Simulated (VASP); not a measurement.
All values below come from PBEsol GGA, VASP's PBE PAW potentials (set 64) (plane waves; VASP).

The input files of a VASP run:

File POSCAR:
```
Zr
1
    1.6150000000    -2.7972620000     0.0000000000
    1.6150000000     2.7972620000     0.0000000000
    0.0000000000     0.0000000000     5.1500000000
Zr
2
Direct
  0.3333330000   0.6666670000   0.2500000000
  0.6666670000   0.3333330000   0.7500000000
```

INCAR:
```
ALGO = Normal
EDIFF = 1E-6
EDIFFG = -0.01
ENCUT = 400
GGA = PS
IBRION = 2
ISIF = 3
ISMEAR = 1
LASPH = .True.
LCHARG = .False.
LMAXMIX = 4
LREAL = .False.
LWAVE = .False.
NELM = 100
NSW = 60
PREC = Accurate
SIGMA = 0.1
SYSTEM = Zr
```

File KPOINTS:
```
Automatic mesh
0
Gamma
12 12 7
0 0 0
```

POTCAR, in this order: Zr_sv (PBE.64 set). Program: vasp_std.

The resulting files:

**OUTCAR**
```
 ion  position               nearest neighbor table
   1  0.333  0.667  0.250-   2 3.18   2 3.18   2 3.18   2 3.18   2 3.18   2 3.18
   2  0.667  0.333  0.750-   1 3.18   1 3.18   1 3.18   1 3.18   1 3.18   1 3.18
  LATTYP: Found a hexagonal cell.
 ALAT       =     3.2299999530
 C/A-ratio  =     1.5944272678
 Subroutine PRICEL returns:
 Original cell was already a primitive cell.
 Subroutine GETGRP returns: Found 24 space group operations
The static configuration has the point symmetry D_3d.
 The point group associated with its full space group is D_6h.
The dynamic configuration has the point symmetry D_3d.
 Subroutine INISYM returns: Found 24 space group operations
 Subroutine IBZKPT returns following result:
 Found     76 irreducible k-points:

 Following reciprocal coordinates:
            Coordinates               Weight
  0.000000  0.000000  0.000000      1.000000
  0.083333  0.000000  0.000000      6.000000
  0.166667 -0.000000  0.000000      6.000000
  0.250000 -0.000000  0.000000      6.000000
  0.333333  0.000000  0.000000      6.000000
  0.416667  0.000000  0.000000      6.000000
  0.500000 -0.000000  0.000000      3.000000
  0.083333  0.083333  0.000000      6.000000
  0.166667  0.083333  0.000000     12.000000
  0.250000  0.083333  0.000000     12.000000
  0.333333  0.083333  0.000000     12.000000
  0.416667  0.083333  0.000000     12.000000
  0.166667  0.166667  0.000000      6.000000
  0.250000  0.166667  0.000000     12.000000
  0.333333  0.166667  0.000000     12.000000
  0.416667  0.166667  0.000000      6.000000
  0.250000  0.250000  0.000000      6.000000
  0.333333  0.250000  0.000000     12.000000
  0.333333  0.333333  0.000000      2.000000
  0.000000  0.000000  0.142857      2.000000
  0.083333  0.000000  0.142857     12.000000
  0.166667 -0.000000  0.142857     12.000000
  0.250000 -0.000000  0.142857     12.000000
  0.333333  0.000000  0.142857     12.000000
  0.416667  0.000000  0.142857     12.000000
  0.500000 -0.000000  0.142857      6.000000
  0.083333  0.083333  0.142857     12.000000
  0.166667  0.083333  0.142857     24.000000
  0.250000  0.083333  0.142857     24.000000
  0.333333  0.083333  0.142857     24.000000
  0.416667  0.083333  0.142857     24.000000
  0.166667  0.166667  0.142857     12.000000
  0.250000  0.166667  0.142857     24.000000
  0.333333  0.166667  0.142857     24.000000
  0.416667  0.166667  0.142857     12.000000
  0.250000  0.250000  0.142857     12.000000
  0.333333  0.250000  0.142857     24.000000
  0.333333  0.333333  0.142857      4.000000
  0.000000  0.000000  0.285714      2.000000
  0.083333  0.000000  0.285714     12.000000
   k-points           NKPTS =     76   k-points in BZ     NKDIM =     76   number of bands    NBANDS=     16
   number of dos      NEDOS =    301   number of ions     NIONS =      2
   total plane-waves  NPLWV =  20736
   dimension x,y,z NGX =    24 NGY =   24 NGZ =   36
   dimension x,y,z NGXF=    48 NGYF=   48 NGZF=   72
   ions per type =               2
   PREC   = accura    normal or accurate (medium, high low for compatibility)
   ISTART =      0    job   : 0-new  1-cont  2-samecut
   ICHARG =      2    charge: 1-file 2-atom 10-const
   ISPIN  =      1    spin polarized calculation?
   LNONCOLLINEAR =      F non collinear calculations
   LSORBIT =      F    spin-orbit coupling
   INIWAV =      1    electr: 0-lowe 1-rand  2-diag
   ENCUT  =  400.0 eV  29.40 Ry    5.42 a.u.   5.27  5.27  8.40*2*pi/ulx,y,z
   NELM   =    100;   NELMIN=  2; NELMDL= -5     # of ELM steps
   EDIFF  = 0.1E-05   stopping-criterion for ELM
   LREAL  =      F    real-space projection
...
```

File OSZICAR:
```
       N       E                     dE             d eps       ncg     rms          rms(c)
DAV:   1     0.182700001636E+03    0.18270E+03   -0.12086E+04  2432   0.123E+03
DAV:   2    -0.598223084502E+01   -0.18868E+03   -0.18716E+03  3056   0.370E+02
DAV:   3    -0.187821047085E+02   -0.12800E+02   -0.12725E+02  4632   0.700E+01
DAV:   4    -0.189785941264E+02   -0.19649E+00   -0.19648E+00  2720   0.984E+00
DAV:   5    -0.189830108915E+02   -0.44168E-02   -0.44168E-02  3744   0.105E+00    0.151E+01
DAV:   6    -0.182807489141E+02    0.70226E+00   -0.10776E+00  2536   0.890E+00    0.591E+00
DAV:   7    -0.181372900552E+02    0.14346E+00   -0.69091E-01  3544   0.611E+00    0.115E+00
DAV:   8    -0.181403845020E+02   -0.30944E-02   -0.35371E-02  3352   0.166E+00    0.309E-01
DAV:   9    -0.181406536683E+02   -0.26917E-03   -0.19500E-03  3112   0.444E-01    0.325E-02
DAV:  10    -0.181406263024E+02    0.27366E-04   -0.49738E-05  3568   0.422E-02    0.236E-02
DAV:  11    -0.181406254616E+02    0.84087E-06   -0.86211E-06  2712   0.379E-02
   1 F= -.18140625E+02 E0= -.18140297E+02  d E =-.181406E+02
       N       E                     dE             d eps       ncg     rms          rms(c)
DAV:   1    -0.191821840956E+02   -0.10416E+01   -0.34240E+01  2944   0.610E+01    0.109E+01
DAV:   2    -0.182596513037E+02    0.92253E+00   -0.27291E+00  2696   0.160E+01    0.312E+00
DAV:   3    -0.180887120026E+02    0.17094E+00   -0.11375E+00  3536   0.805E+00    0.202E+00
DAV:   4    -0.181191210726E+02   -0.30409E-01   -0.93106E-02  3072   0.133E+00    0.816E-01
DAV:   5    -0.181405245737E+02   -0.21404E-01   -0.80723E-02  3648   0.162E+00    0.288E-01
DAV:   6    -0.181400744962E+02    0.45008E-03   -0.32344E-03  3576   0.472E-01    0.983E-02
DAV:   7    -0.181401435194E+02   -0.69023E-04   -0.23508E-04  3480   0.143E-01    0.705E-03
DAV:   8    -0.181401430922E+02    0.42717E-06   -0.30406E-06  2768   0.130E-02
   2 F= -.18140143E+02 E0= -.18140186E+02  d E =0.482369E-03
       N       E                     dE             d eps       ncg     rms          rms(c)
DAV:   1    -0.183967857107E+02   -0.25664E+00   -0.83630E+00  2744   0.308E+01    0.487E+00
DAV:   2    -0.181978697529E+02    0.19892E+00   -0.82395E-01  2984   0.844E+00    0.171E+00
DAV:   3    -0.181454903647E+02    0.52379E-01   -0.28752E-01  3544   0.417E+00    0.904E-01
DAV:   4    -0.181525533158E+02   -0.70630E-02   -0.26868E-02  2992   0.762E-01    0.386E-01
DAV:   5    -0.181581063701E+02   -0.55531E-02   -0.17294E-02  3680   0.755E-01    0.184E-01
DAV:   6    -0.181581715714E+02   -0.65201E-04   -0.79160E-04  2832   0.231E-01    0.421E-02
DAV:   7    -0.181581824165E+02   -0.10845E-04   -0.29398E-05  3872   0.489E-02    0.161E-02
DAV:   8    -0.181581841206E+02   -0.17040E-05   -0.48620E-06  2800   0.250E-02    0.446E-03
DAV:   9    -0.181581840844E+02    0.36115E-07   -0.27946E-07  1480   0.444E-03
   3 F= -.18158184E+02 E0= -.18158066E+02  d E =-.175586E-01
       N       E                     dE             d eps       ncg     rms          rms(c)
DAV:   1    -0.181582808203E+02   -0.96700E-04   -0.33716E-03  2864   0.612E-01    0.101E-01
DAV:   2    -0.181581941901E+02    0.86630E-04   -0.31277E-04  3048   0.166E-01    0.330E-02
DAV:   3    -0.181581738159E+02    0.20374E-04   -0.11409E-04  3512   0.817E-02    0.186E-02
DAV:   4    -0.181581779130E+02   -0.40971E-05   -0.10442E-05  2544   0.146E-02    0.781E-03
DAV:   5    -0.181581816069E+02   -0.36939E-05   -0.75327E-06  3088   0.167E-02    0.318E-03
DAV:   6    -0.181581818527E+02   -0.24575E-06   -0.36737E-07  1392   0.593E-03
   4 F= -.18158182E+02 E0= -.18158068E+02  d E =-.175564E-01
       N       E                     dE             d eps       ncg     rms          rms(c)
DAV:   1    -0.181607917005E+02   -0.26101E-02   -0.13885E-01  2432   0.350E+00    0.264E-01
DAV:   2    -0.181590886326E+02    0.17031E-02   -0.42927E-03  2848   0.517E-01    0.123E-01
DAV:   3    -0.181586179738E+02    0.47066E-03   -0.18453E-03  3272   0.310E-01    0.204E-02
DAV:   4    -0.181586213736E+02   -0.33998E-05   -0.28524E-05  2904   0.505E-02    0.939E-03
DAV:   5    -0.181586217246E+02   -0.35104E-06   -0.16866E-06  2152   0.115E-02
   5 F= -.18158622E+02 E0= -.18158644E+02  d E =-.439872E-03
       N       E                     dE             d eps       ncg     rms          rms(c)
DAV:   1    -0.181611595540E+02   -0.25382E-02   -0.15171E-01  2432   0.365E+00    0.277E-01
DAV:   2    -0.181592865243E+02    0.18730E-02   -0.47115E-03  2848   0.540E-01    0.128E-01
DAV:   3    -0.181587681086E+02    0.51842E-03   -0.20417E-03  3280   0.325E-01    0.213E-02
DAV:   4    -0.181587718084E+02   -0.36998E-05   -0.31335E-05  2896   0.528E-02    0.986E-03
DAV:   5    -0.181587722617E+02   -0.45335E-06   -0.18481E-06  2248   0.119E-02
   6 F= -.18158772E+02 E0= -.18158945E+02  d E =-.590409E-03
```

### OUTCAR
```
------------------------ aborting loop because EDIFF is reached ----------------------------------------
  FORCE on cell =-STRESS in cart. coord.  units (eV):
  Direction    XX          YY          ZZ          XY          YZ          ZX
  --------------------------------------------------------------------------------------
  Total        0.0144683      0.0144683      0.0117606      0.0000000     -0.0000000     -0.0000000
  in kB        0.5165895      0.5165895      0.4199120      0.0000000     -0.0000000     -0.0000000
  external PRESSURE =       0.4843637 kB  Pullay stress =       0.0000000 kB
  volume of cell :       44.87
      direct lattice vectors                 reciprocal lattice vectors
     1.589770922 -2.753563958 -0.000000000     0.314510722 -0.181582853  0.000000000
     1.589770922  2.753563958  0.000000000     0.314510722  0.181582853  0.000000000
     0.000000000  0.000000000  5.125334068     0.000000000 -0.000000000  0.195109233
 POSITION                                       TOTAL-FORCE (eV/Angst)
 -----------------------------------------------------------------------------------
      1.58977      0.91786      1.28133         0.000000     -0.000000      0.000000
      1.58977     -0.91786      3.84400        -0.000000      0.000000      0.000000
 -----------------------------------------------------------------------------------
    total drift:                                0.000000      0.001122     -0.000019
  FREE ENERGIE OF THE ION-ELECTRON SYSTEM (eV)
  ---------------------------------------------------
  free  energy   TOTEN  =       -18.1587722617 eV

  energy  without entropy=      -18.1592913394  energy(sigma->0) =      -18.15894529

 reached required accuracy - stopping structural energy minimisation
```
(Selected blocks of OUTCAR.)

File CONTCAR:
```
Zr
   1.00000000000000
     1.5897709224673957   -2.7535639584167639   -0.0000000000000000
     1.5897709224673957    2.7535639584167639    0.0000000000000000
     0.0000000000000000    0.0000000000000000    5.1253340679358690
  Zr
     2
Direct
     0.3333330000000032    0.6666669999999968    0.2500000000000000
     0.6666669999999968    0.3333330000000032    0.7500000000000000
```

Energy and stress use the plane-wave basis of the starting cell.

The compound is Zr in the hcp structure. This run relaxes it. Symmetry was kept, so distortions that lower it aren't found.
